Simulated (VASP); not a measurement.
Method: PBE GGA, VASP's PBE PAW potentials (set 64) (plane waves; VASP).

VASP input:

**POSCAR**
```
NbP
3.9433420
  0.0000000000   0.7071067824   0.7071067824
  0.7071067824   0.0000000000   0.7071067824
  0.7071067824   0.7071067824   0.0000000000
Nb P
1 1
Cartesian
  0.0000000000   0.0000000000   0.0000000000
  0.3535533912   0.3535533912   0.3535533912
```

KPOINTS:
```
Automatic mesh
0
Gamma
13 13 13
0 0 0
```

**INCAR**
```
SYSTEM = NbP
PREC = Accurate
ENCUT = 400
EDIFF = 1E-7
NELM = 100
ALGO = Normal
LREAL = .FALSE.
LASPH = .TRUE.
ISMEAR = -5
GGA = PE
LMAXMIX = 4
LWAVE = .FALSE.
LCHARG = .TRUE.
LORBIT = 11
NEDOS = 601
ISIF = 2
```

POTCAR, in this order: Nb_sv P (PBE.64 set). Program: vasp_std.

Question: What does the run give for the energy per atom (σ→0), band gap (on the k-mesh)?

Answer: 
```yaml
energy per atom (σ→0): -7.871 eV/atom
band gap (on the k-mesh): none (metal, semimetal or under 0.01 eV)
```

OSZICAR:
```
...
DAV:   7    -0.157381793672E+02   -0.13375E-01   -0.21761E-01  2835   0.409E+00    0.216E+00
DAV:   8    -0.157410297448E+02   -0.28504E-02   -0.31937E-02  3700   0.162E+00    0.374E-01
DAV:   9    -0.157414010174E+02   -0.37127E-03   -0.25682E-03  3489   0.490E-01    0.173E-01
DAV:  10    -0.157414055872E+02   -0.45698E-05   -0.15789E-04  2935   0.121E-01    0.689E-02
DAV:  11    -0.157414152159E+02   -0.96286E-05   -0.37739E-05  3188   0.601E-02    0.226E-02
DAV:  12    -0.157414137856E+02    0.14302E-05   -0.36906E-06  3025   0.141E-02    0.778E-03
DAV:  13    -0.157414138667E+02   -0.81086E-07   -0.22358E-07  2407   0.465E-03
   1 F= -.15741414E+02 E0= -.15741414E+02  d E =0.000000E+00
```

The structure was generated: NbP was put into the zinc blende type (F-43m), which need not be its known phase. It was relaxed first, which changed the volume by -29 %.
